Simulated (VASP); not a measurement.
Here is the system:

```xyz
5
Lattice="3.9836 0.0000 0.0000 0.0000 3.9836 0.0000 0.0000 0.0000 4.1483" Properties=species:S:1:pos:R:3 pbc="T T T"
Ba     0.0000     0.0000     0.0286
Ti     1.9918     1.9918     2.1797
O      1.9918     1.9918     4.0062
O      3.9836     1.9918     2.0035
O      1.9918     0.0000     2.0035
```

Computed with PBE GGA with D4 dispersion, VASP's PBE PAW potentials (set 64) (plane waves; VASP). Settings: 520 eV cut-off, 6×6×6 Γ-centred mesh, tetrahedra with Blöchl corrections, potentials Ba_sv Ti_sv O.

The cores are frozen, which limits the accuracy of field gradients.

Question: Give the principal components of the electric field gradient (V/Å²) and the asymmetry η at each nucleus.

Answer: 
| atom | Vxx | Vyy | Vzz | η |
|---|---|---|---|---|
| Ba1 | 3.8 | 3.8 | -7.5 | 0.00 |
| Ti2 | -8.8 | -8.8 | 17.6 | 0.00 |
| O3 | -7.5 | -7.5 | 15.1 | 0.00 |
| O4 | -17.0 | -9.2 | 26.3 | 0.30 |
| O5 | -17.0 | -9.2 | 26.3 | 0.30 |

The compound is BaTiO3 in the tetragonal perovskite structure. It was relaxed first.
